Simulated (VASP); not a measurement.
Data:

```
CELL_PARAMETERS angstrom
      5.95963     0.00000     0.00000
      0.00000     5.95963     0.00000
      0.00000     0.00000     5.95963
ATOMIC_POSITIONS crystal
  Pb 0.00000 0.00000 0.00000
  Pb 0.50000 0.50000 0.00000
  Pb 0.50000 0.00000 0.50000
  Pb 0.00000 0.50000 0.50000
  Se 0.50000 0.50000 0.50000
  S  0.00000 0.00000 0.50000
  S  0.00000 0.50000 0.00000
  S  0.50000 0.00000 0.00000
```

Level of theory: PBEsol GGA, VASP's PBE PAW potentials (set 64) (plane waves; VASP). Numerical set-up: 400 eV cut-off, Gaussian smearing of 0.050 eV, potentials Pb_d Se S.

Unless said otherwise, spin-orbit coupling is left out, though it shifts the bands of the heavy elements here.

Question: Give the energies of bands 34 to 47 at the high-symmetry points, in eV from the valence-band maximum.

Answer: 
| band | Γ | X | M | R |
|---|---|---|---|---|
| 34 | -3.56 | -2.91 | -1.94 | -1.73 |
| 35 | -3.48 | -2.87 | -1.89 | -1.73 |
| 36 | -3.48 | -2.87 | -1.89 | -1.73 |
| 37 | -3.48 | -1.83 | -0.94 | -0.12 |
| 38 | -2.19 | -1.78 | -0.92 | 0.00 |
| 39 | -2.19 | -1.10 | -0.81 | 0.00 |
| 40 | -2.19 | -0.95 | -0.81 | 0.00 |
| 41 | 3.59 | 1.98 | 1.19 | 0.13 |
| 42 | 3.59 | 1.99 | 1.30 | 0.13 |
| 43 | 3.59 | 2.26 | 1.34 | 0.13 |
| 44 | 4.97 | 2.40 | 1.34 | 0.26 |
| 45 | 4.97 | 4.42 | 2.11 | 1.63 |
| 46 | 4.97 | 4.43 | 2.28 | 1.63 |
| 47 | 5.41 | 4.44 | 2.32 | 1.79 |

The gap is direct, 0.13 eV, from the valence maximum at R to the conduction minimum at R.

The structure was generated: Pb4S3Se was put into an ordered model structure (Pm-3m), which need not be its known phase. It was relaxed first.
